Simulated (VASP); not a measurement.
OSZICAR of a VASP run on FePt (L1_0):

File OSZICAR:
```
       N       E                     dE             d eps       ncg     rms          rms(c)
DAV:   1     0.820381401537E+02    0.82038E+02   -0.74964E+03  8824   0.107E+03
DAV:   2    -0.952112642387E+01   -0.91559E+02   -0.81859E+02  8674   0.226E+02
DAV:   3    -0.124405577981E+02   -0.29194E+01   -0.28612E+01 10573   0.513E+01
DAV:   4    -0.124677032061E+02   -0.27145E-01   -0.27134E-01  9525   0.420E+00
DAV:   5    -0.124683921134E+02   -0.68891E-03   -0.68889E-03 11230   0.749E-01    0.177E+01
DAV:   6    -0.121809739218E+02    0.28742E+00   -0.13524E+01  9180   0.998E+01    0.184E+01
DAV:   7    -0.118178617313E+02    0.36311E+00   -0.35765E+00  9969   0.438E+01    0.782E+00
DAV:   8    -0.117860566698E+02    0.31805E-01   -0.23913E-01 11516   0.109E+01    0.341E+00
DAV:   9    -0.118255585086E+02   -0.39502E-01   -0.13806E-01 11986   0.541E+00    0.183E+00
DAV:  10    -0.118769951458E+02   -0.51437E-01   -0.12777E-01 10626   0.488E+00    0.103E+00
DAV:  11    -0.118764546144E+02    0.54053E-03   -0.19808E-03  9136   0.408E-01    0.101E+00
DAV:  12    -0.118796751902E+02   -0.32206E-02   -0.37883E-04 11889   0.192E-01    0.102E+00
DAV:  13    -0.117771308097E+02    0.10254E+00   -0.39847E-01 10729   0.462E+00    0.872E-01
DAV:  14    -0.117167678439E+02    0.60363E-01   -0.17344E+00 11863   0.830E+00    0.146E+00
DAV:  15    -0.117428097843E+02   -0.26042E-01   -0.34708E-02 10850   0.236E+00    0.810E-01
DAV:  16    -0.117416780888E+02    0.11317E-02   -0.90021E-02 10994   0.306E+00    0.400E-01
DAV:  17    -0.117547813774E+02   -0.13103E-01   -0.10352E-02 11375   0.958E-01    0.357E-01
DAV:  18    -0.117501352286E+02    0.46461E-02   -0.64124E-03 11101   0.883E-01    0.249E-01
DAV:  19    -0.117442148719E+02    0.59204E-02   -0.14429E-02 11291   0.136E+00    0.222E-01
DAV:  20    -0.117446593355E+02   -0.44446E-03   -0.12533E-03 12014   0.374E-01    0.224E-01
DAV:  21    -0.117447575610E+02   -0.98225E-04   -0.13631E-04 10642   0.174E-01    0.174E-01
DAV:  22    -0.117447673708E+02   -0.98098E-05   -0.67081E-05 10747   0.160E-01    0.142E-01
DAV:  23    -0.117448171276E+02   -0.49757E-04   -0.13744E-05 10749   0.418E-02    0.117E-01
DAV:  24    -0.117448661272E+02   -0.49000E-04   -0.22136E-05  9449   0.763E-02    0.908E-02
DAV:  25    -0.117448939263E+02   -0.27799E-04   -0.19563E-05 10073   0.686E-02    0.663E-02
DAV:  26    -0.117448992985E+02   -0.53723E-05   -0.24473E-05 10808   0.782E-02    0.480E-02
DAV:  27    -0.117449008625E+02   -0.15639E-05   -0.13048E-05 10834   0.541E-02    0.344E-02
DAV:  28    -0.117449067968E+02   -0.59344E-05   -0.11477E-05  9037   0.489E-02    0.129E-02
DAV:  29    -0.117449054587E+02    0.13381E-05   -0.79523E-06 10942   0.408E-02    0.492E-03
DAV:  30    -0.117449057667E+02   -0.30805E-06   -0.53950E-07  4507   0.969E-03
   1 F= -.11744906E+02 E0= -.11745013E+02  d E =0.320551E-03  mag=     3.9204
```

Task: Which electronic solver shows in the log?

Result: It is blocked Davidson (ALGO = Normal, or the opening steps of other solvers). The INCAR had ALGO = Normal.

Task: How was spin treated?

Result: Collinear spin (ISPIN = 2): the summary line carries one mag value, 3.92 μB in the cell.

Task: Can the final energy be trusted as converged?

Result: Self-consistency was reached. It stopped with EDIFF = 1E-6, NELM = 100 (PBE GGA + U (Dudarev), plane waves, VASP's PBE PAW potentials (set 64)).

The compound is FePt in the L1_0 structure. The cell was not relaxed at this level. The run is one of a series of settings (LDAU = .TRUE., LDAUJ = 0 0, LDAUL = 2 -1, LDAUTYPE = 2, LDAUU = 5.0 0 against the base run), some of them coarse on purpose.
